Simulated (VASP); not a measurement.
Data:

```
CELL_PARAMETERS angstrom
      1.23328    -2.13611     0.00000
      1.23328     2.13611     0.00000
      0.00000     0.00000     6.95238
ATOMIC_POSITIONS crystal
  C  0.00000 0.00000 0.25000
  C  0.00000 0.00000 0.75000
  C  0.33333 0.66667 0.25000
  C  0.66667 0.33333 0.75000
```

Computed with PBE GGA with D3 dispersion (zero damping), VASP's PBE PAW potentials (set 64) (plane waves; VASP 6.6.1). Settings: 520 eV cut-off, 11×11×4 Γ-centred mesh, tetrahedra with Blöchl corrections, potentials C.

Question: Predict the energy per atom (σ→0).

Answer: 
```
Item                                   Result
---------------------  ----------------------
energy per atom (σ→0)  -898.2 kJ/mol of atoms
```

The compound is C in the graphite structure. It was relaxed first.
